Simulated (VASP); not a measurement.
Output of a VASP run:

### OSZICAR
```
       N       E                     dE             d eps       ncg     rms          rms(c)
DAV:   1     0.115828757369E+03    0.11583E+03   -0.73582E+03   880   0.841E+02
DAV:   2     0.311682804891E+01   -0.11271E+03   -0.11142E+03  1116   0.239E+02
DAV:   3    -0.339394008620E+01   -0.65108E+01   -0.64374E+01  1452   0.495E+01
DAV:   4    -0.358222759366E+01   -0.18829E+00   -0.18826E+00  1192   0.653E+00
DAV:   5    -0.358551161927E+01   -0.32840E-02   -0.32840E-02  1238   0.762E-01    0.340E+00
DAV:   6    -0.355138204432E+01    0.34130E-01   -0.46945E-02  1122   0.116E+00    0.197E+00
DAV:   7    -0.353998690574E+01    0.11395E-01   -0.45072E-02  1362   0.134E+00    0.165E-01
DAV:   8    -0.353961754120E+01    0.36936E-03   -0.42936E-03  1074   0.254E-01    0.369E-02
DAV:   9    -0.353962922350E+01   -0.11682E-04   -0.14410E-04  1428   0.560E-02    0.269E-02
DAV:  10    -0.353965311272E+01   -0.23889E-04   -0.28971E-05  1182   0.340E-02    0.945E-03
DAV:  11    -0.353965255622E+01    0.55650E-06   -0.33778E-06   840   0.155E-02
   1 F= -.35396526E+01 E0= -.35233009E+01  d E =-.327033E-01
```

OUTCAR:
```
------------------------ aborting loop because EDIFF is reached ----------------------------------------
  FORCE on cell =-STRESS in cart. coord.  units (eV):
  Direction    XX          YY          ZZ          XY          YZ          ZX
  --------------------------------------------------------------------------------------
  Total        2.0496663      2.0496663      1.9660197      0.0000000     -0.0000000      0.0000000
  in kB       39.2776248     39.2776248     37.6747097      0.0000000     -0.0000000      0.0000000
  external PRESSURE =      38.7433198 kB  Pullay stress =       0.0000000 kB
  volume of cell :       83.61
      direct lattice vectors                 reciprocal lattice vectors
     3.995583000  0.000000000  0.000000000     0.250276368  0.000000000  0.000000000
     0.000000000  3.995583000  0.000000000     0.000000000  0.250276368  0.000000000
     0.000000000  0.000000000  5.237068000     0.000000000  0.000000000  0.190946537
 POSITION                                       TOTAL-FORCE (eV/Angst)
 -----------------------------------------------------------------------------------
      1.99779      1.99779      2.61853         0.000000      0.000000      0.000000
      0.00000      0.00000      0.00000         0.000000      0.000000      0.000000
 -----------------------------------------------------------------------------------
    total drift:                                0.000000      0.000000     -0.000000
  FREE ENERGIE OF THE ION-ELECTRON SYSTEM (eV)
  ---------------------------------------------------
  free  energy   TOTEN  =        -3.5396525562 eV

  energy  without entropy=       -3.5069492439  energy(sigma->0) =       -3.52330090
```
(Selected blocks of OUTCAR.)

### POSCAR
```
BaCa
1
    3.9955830000     0.0000000000     0.0000000000
    0.0000000000     3.9955830000     0.0000000000
    0.0000000000     0.0000000000     5.2370680000
Ca Ba
1 1
Direct
  0.5000000000   0.5000000000   0.5000000000
  0.0000000000   0.0000000000   0.0000000000
```

Q: Write an INCAR and KPOINTS that could have produced this output.

A: This is not unique; one that fits is the input of the run itself, PBE GGA, plane waves, VASP's PBE PAW potentials (set 64).

**INCAR**
```
! general
SYSTEM   =  BaCa
PREC     =  Accurate
ENCUT    =  300
LREAL    =  .FALSE.
LASPH    =  .TRUE.   ! aspherical one-centre terms

! electronic loop
EDIFF    =  1E-6
NELM     =  100
ALGO     =  Normal   ! blocked Davidson
LMAXMIX  =  4   ! l cut-off of mixed one-centre charges

! smearing
ISMEAR   =  0   ! Gaussian
SIGMA    =  0.136   ! width (eV)

! functional
GGA      =  PE   ! PBE

! ions
ISIF     =  2

! output
LWAVE    =  .FALSE.
LCHARG   =  .FALSE.
```

KPOINTS:
```
Regular mesh
0
gamma
7 7 5
```

POTCAR, in this order: Ca_sv Ba_sv (PBE.64 set). Program: vasp_std.

At this cut-off the stress carries a Pulay error, which pulls relaxed volumes low.

The structure was generated: BaCa was put into an ordered model structure, which need not be its known phase. The cell was not relaxed at this level, and its volume differs by -5.9 % from the start's.
